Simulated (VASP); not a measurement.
# Interstitial N in Co, part 4 of 4

How easily does interstitial N form in Co? The host is relaxed first, then a supercell is run with and without the defect.

VASP 6.6.1, plane waves and PAW; the level of theory is named at each step.

Still holding for the runs below: The magnetic state follows from one typed start and may not be the lowest.

So far. Step 4 (Relaxing the atoms): The run ended after 4 ionic steps, 0.020 eV below its first step, once the forces on the free atoms met EDIFFG = -0.03. Step 4 (Relaxing the atoms): Energy at zero smearing: -17.03300 eV.

## (5) Relaxing the defect (continued)

Level of this step: PBEsol, spin-polarised from a ferromagnetic start; plane waves and PAW (Co, N) (VASP).

From OUTCAR (step 5):

```text
   k-points           NKPTS =     17   k-points in BZ     NKDIM =     17   number of bands    NBANDS=    234

   NELECT =     329.0000    total number of electrons

 E-fermi :  11.0510

 spin component 1
 k-point     1 :       0.0000    0.0000    0.0000
  band No.  band energies     occupation
    ...
    189      10.5415      1.00094
    190      10.5426      1.00096
    191      10.6753      1.01161
    192      10.8166      1.03500
    193      10.8166      1.03500
    194      11.0709      0.41613
    195      11.1742      0.07282
    196      11.1742      0.07282
    197      11.1948      0.03363
    198      11.1948      0.03363
    ...

 k-point     2 :       0.2000   -0.0000    0.0000
  band No.  band energies     occupation
    ...
    190      10.7240      1.02146
    191      10.8642      1.01679
    192      10.8794      1.00336
    193      10.9175      0.94786
    194      11.0033      0.69548
    195      11.0665      0.43426
    196      11.2026      0.02146
    197      11.4168     -0.01334
    198      11.4687     -0.00594
    199      11.6648     -0.00006
    ...

  Total        9.0045869      9.0045869      8.4661687     -0.0000000      0.0000000      0.0000000
  in kB       38.8401775     38.8401775     36.5177769     -0.0000000      0.0000000      0.0000000
  external PRESSURE =      38.0660440 kB  Pullay stress =       0.0000000 kB

 POSITION                                       TOTAL-FORCE (eV/Angst)
 -----------------------------------------------------------------------------------
      3.61856      6.33826      7.86733         0.009657      0.005575     -0.017741
      3.66838      6.36702      3.97445        -0.009722     -0.005613      0.001764
      6.10567      2.14033      7.90708         0.018586     -0.010731     -0.004567
      6.12087      2.13156      3.97297        -0.005492      0.003171      0.000976
      4.90642      4.21750      7.90708        -0.000000      0.021461     -0.004567
      4.90642      4.23505      3.97297         0.000000     -0.006342      0.000976
     -1.16536      6.33826      7.86733        -0.009657      0.005575     -0.017741
     -1.21517      6.36702      3.97445         0.009722     -0.005613      0.001764
      1.22660      2.19526      7.86733         0.000000     -0.011151     -0.017741
      1.22660      2.13774      3.97445        -0.000000      0.011226      0.001764
      0.00522      4.25209      7.91760         0.009759      0.005634      0.005325
     -0.00057      4.24875      3.96110        -0.018649     -0.010767     -0.005099
      1.22660      6.36760      7.91760         0.000000     -0.011268      0.005325
      4.90642      0.00066      3.96110        -0.000000      0.021535     -0.005099
      3.70716      2.14033      7.90708        -0.018586     -0.010731     -0.004567
      3.69196      2.13156      3.97297         0.005492      0.003171      0.000976
      2.44799      4.25209      7.91760        -0.009759      0.005634      0.005325
      2.45378      4.24875      3.96110         0.018649     -0.010767     -0.005099
     -0.06125      1.45172      2.03098         0.009657     -0.005575      0.017741
     -0.01143      1.42296      5.92387        -0.009722      0.005613     -0.001764
     -1.23182      3.53789      1.98071        -0.009759     -0.005634     -0.005325
     -1.22603      3.54123      5.93721         0.018649      0.010767      0.005099
     -2.45321      5.59472      2.03098        -0.000000      0.011151      0.017741
     -2.45321      5.65224      5.92387         0.000000     -0.011226     -0.001764
[...]
-----------------------------------------------------------------------------------
    total drift:                                0.000009      0.000016      0.000000

  FREE ENERGIE OF THE ION-ELECTRON SYSTEM (eV)
  ---------------------------------------------------
  free  energy   TOTEN  =      -287.0158925161 eV

  energy  without entropy=     -287.0315382868  energy(sigma->0) =     -287.02110777

 magnetization (x)
# of ion       s       p       d       tot
------------------------------------------
    1       -0.014  -0.038   1.232   1.180
    2       -0.014  -0.049   1.652   1.589
    3       -0.014  -0.047   1.676   1.615
    4       -0.013  -0.051   1.616   1.552
    5       -0.014  -0.047   1.676   1.615
    6       -0.013  -0.051   1.616   1.552
    7       -0.014  -0.038   1.232   1.180
    8       -0.014  -0.049   1.652   1.589
    9       -0.014  -0.038   1.232   1.180
   10       -0.014  -0.049   1.652   1.589
   11       -0.013  -0.051   1.606   1.542
   12       -0.014  -0.052   1.635   1.570
   13       -0.013  -0.051   1.606   1.542
   14       -0.014  -0.052   1.635   1.570
   15       -0.014  -0.047   1.676   1.615
   16       -0.013  -0.051   1.616   1.552
   17       -0.013  -0.051   1.606   1.542
   18       -0.014  -0.052   1.635   1.570
   19       -0.014  -0.038   1.232   1.180
   20       -0.014  -0.049   1.652   1.589
   21       -0.013  -0.051   1.606   1.542
   22       -0.014  -0.052   1.635   1.570
   23       -0.014  -0.038   1.232   1.180
[...]
--------------------------------------------------
tot         -0.488  -1.762  56.504  54.255

[... 5 parts as in an earlier step ...]

[... 17 further parts left out ...]
```

The run keeps the 12 symmetry operations of its start, so it cannot find a distortion of lower symmetry.

Relaxation path:

```
step  energy less that of the first step (eV)  largest force (eV/Å)
   1                                   0.0000                2.9842
   2                                  -0.6880                0.8600
   3                                  -0.7556                0.3081
   4                                  -0.7558                0.3029
   5                                  -0.7884                0.1209
   6                                  -0.7940                0.0470
   7                                  -0.7940                0.0477
   8                                  -0.7954                0.0221
```

The atoms that moved most (Å):

```
atom      dx      dy      dz  length
 Co7   0.061  -0.035  -0.051   0.087
Co19  -0.061   0.035   0.051   0.087
 Co1  -0.061  -0.035  -0.051   0.087
Co25   0.061   0.035   0.051   0.087
 Co9   0.000   0.071  -0.051   0.087
Co23   0.000  -0.071   0.051   0.087
Co29   0.027  -0.016   0.012   0.034
 Co3  -0.027   0.016  -0.012   0.034
```

Final coordinates:

```xyz
37
Lattice="7.3596 0.0000 0.0000 -3.6798 6.3736 0.0000 0.0000 0.0000 7.9187" Properties=species:S:1:pos:R:3 pbc="T T T"
Co   -0.0612   -0.0354   -0.0513
Co   -0.0114   -0.0066    3.9744
Co   -1.2540    2.1403   -0.0116
Co   -1.2388    2.1316    3.9730
Co   -2.4532    4.2175   -0.0116
Co   -2.4532    4.2351    3.9730
Co    2.5145   -0.0354   -0.0513
Co    2.4646   -0.0066    3.9744
Co    1.2266    2.1953   -0.0513
Co    1.2266    2.1377    3.9744
Co    0.0052    4.2521   -0.0011
Co   -0.0006    4.2488    3.9611
Co    4.9064   -0.0060   -0.0011
Co    4.9064    0.0007    3.9611
Co    3.7072    2.1403   -0.0116
Co    3.6920    2.1316    3.9730
Co    2.4480    4.2521   -0.0011
Co    2.4538    4.2488    3.9611
Co   -0.0612    1.4517    2.0310
Co   -0.0114    1.4230    5.9239
Co   -1.2318    3.5379    1.9807
Co   -1.2260    3.5412    5.9372
Co   -2.4532    5.5947    2.0310
Co   -2.4532    5.6522    5.9239
Co    2.5145    1.4517    2.0310
Co    2.4646    1.4230    5.9239
Co    1.2266    3.5725    1.9912
Co    1.2266    3.5549    5.9253
Co    0.0273    5.6497    1.9912
Co    0.0121    5.6584    5.9253
Co    4.9064    1.4224    1.9807
Co    4.9064    1.4157    5.9372
Co    3.6850    3.5379    1.9807
Co    3.6792    3.5412    5.9372
Co    2.4259    5.6497    1.9912
Co    2.4411    5.6584    5.9253
N     1.2266    0.7082    0.9898
```

This step gave:

```
electronic cycles                                 : 66
electrons                                         : 329
free energy (TOTEN)                               : -287.0159 eV
energy at zero smearing                           : -287.0211 eV
Fermi energy                                      : 11.05 eV
moment of the cell, from the last line of the log : 54.11 μB
```

Spin moment in the PAW sphere by element, in μB:

```
element  atoms   mean  spread (r.m.s.)  least  largest
     Co     36   1.51             0.15   1.18     1.61
      N      1  -0.04             0.00  -0.04    -0.04
```

The atoms nearest the centre:

```
atom  distance (Å)  spin moment in the PAW sphere (μB)
 N37          0.00                               -0.04
 Co1          1.82                                1.18
Co23          1.82                                1.18
Co19          1.82                                1.18
 Co9          1.82                                1.18
 Co7          1.82                                1.18
Co25          1.82                                1.18
Co35          3.03                                1.61
 Co5          3.03                                1.61
 Co3          3.03                                1.61
Co29          3.03                                1.61
Co27          3.03                                1.61
Co15          3.03                                1.61
 Co2          3.31                                1.59
```

Spin density in the ac plane at fractional y = 0.111, through the centre, with atoms of N within 0.45 Å of it.

Ten even steps from '_' (-0.05 e/Å³) to '@' (0.29 e/Å³), each cell a mean:
```
==++--........--++--..____..==##==..____..
......................____....::....____..
......______........________......________
::::....____....::....____....::::..____..
++##==..____..==##==..____..==##==..____..
**@@++..____..++@@**::____::**@@**..____..
--==--..____..::==--..____..--==--..____..
......________......________......________
......________......______........________
--==::..____..--==--..____..--==--..____..
**@@++..____::**@@++..____::**@@++..____::
++##==..____..==##==..____..++##==..____..
..::....____....::....____....::....____..
......______........________......________
..::............::....____....::....____..
==++--........--++--..____..==##==..____..
==**--........--**==..____..**@@++..____..
::--::..____..::--::..____..::==::..____..
......________........______......______..
......________........____........______..
::--::..____..::--::..____..--==::..____..
++**--........--**==..____::**@@++..____..
```
Columns run along a (7.4 Å), rows up along c (7.9 Å). Atoms in or near the plane, at fractional coordinates: N at (0.22, 0.13).

Valence density in the ac plane at fractional y = 0.111, through the centre, with atoms of N within 0.45 Å of it. It is the smooth field of the valence electrons, not physical close to the nuclei.

Ten even steps from '_' (0.2 e/Å³) to '@' (3.4 e/Å³), each cell a mean:
```
..::..________..::..________..::..________
__________________________________________
__________________________________________
__________________________________________
..::..________..::..________..::..________
::--::________::--::________::--::________
......________......________......________
__________________________________________
__________________________________________
......________......________......________
::--..________::--::________::--::________
..::..________..::..________..::..________
__________________________________________
__________________________________________
________________..________________________
..::..________..::..________..::..________
::::............::..________::--::________
__....::++++::....__________......________
____..++@@@@++..__________________________
____..++@@@@++..__________________________
__....::++==::....__________......________
::::............::..________::--::________
```
Columns run along a (7.4 Å), rows up along c (7.9 Å). Atoms in or near the plane, at fractional coordinates: N at (0.22, 0.13).

The run ended after 8 ionic steps, 0.795 eV below its first step, once the forces on the free atoms met EDIFFG = -0.03.

N hardly moves from its start, within the 12 symmetry operations kept, and its nearest atoms are 6 Co at 1.82 Å.

## (6) Formation energies

This step: point defect, PBEsol; plane waves and PAW (VASP 6.6.1).

This step runs nothing: it gathers the runs above.

This step gave:

```yaml
formation_energy_of_the_neutral_defect: 0.07977 eV
```

Formation energy:

```
formation energy (eV)  largest move (Å)
              0.07977           0.08738
```

E_f is E(defect cell) less E(perfect cell), corrected for the atoms exchanged with their references.

References, in eV an atom: N -8.517 (N2 molecule) and Co -7.738 (the host). They were run at the supercell's cutoff and functional, without U, and count both elements from their own phases.

## (7) What came out

```
formation energy at charge 0 : 0.080 eV
```

In words: Interstitial N costs 0.08 eV at the one site run, which need not be the lowest, with every exchanged atom at the energy of its element. N hardly moves from its start, within the 12 symmetry operations kept, and its nearest atoms are 6 Co at 1.82 Å. With metallic smearing the value can move by tenths of an eV with the k mesh. The supercell of 36 atoms is small, so interactions between images remain.

[Lines on the potential files, build, host, timing and source positions are cut from VASP's logs without a mark.]

[Logs are printed without paths, hosts, clocks, repeated set-up lines and the standing remarks that a program may print on its own settings, such as how far it seeks lower states.]

[Hosts, paths, dates, database ids (printed as entryN), source tags and the programs' standing remarks are cut or masked in the printed files.]

[In band tables of VASP the shares of atoms and orbitals are scaled to a sum of 1 inside the atoms' spheres.]

[Runs that stopped without an error message from VASP are left out.]
